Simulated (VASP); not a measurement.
Here is the system:

```
Ru
1.0
    1.38210    -2.39387     0.00000
    1.38210     2.39387     0.00000
    0.00000     0.00000     4.36560
Ru
2
Direct
  0.33333   0.66667   0.25000
  0.66667   0.33333   0.75000
```

Calculation: PBE GGA with spin-orbit coupling, VASP's PBE PAW potentials (set 64) (plane waves; VASP). Numerical set-up: 400 eV cut-off, 14×14×8 Γ-centred mesh, first-order Methfessel-Paxton smearing of 0.10 eV, potentials Ru_pv.

Task: Give the stress tensor in GPa (positive for a compressed cell).

Result: 
```
-13.45    0.00    0.00
  0.00  -13.45    0.00
  0.00    0.00  -15.21
```
The pressure is its mean diagonal, -14.04 GPa.

The compound is Ru in the hcp structure. The cell was not relaxed at this level. The run is one of a series of settings (GGA_COMPAT = .FALSE., LSORBIT = .TRUE., MAGMOM = 0 0 0 0 0 0, program vasp_ncl against the base run), some of them coarse on purpose.
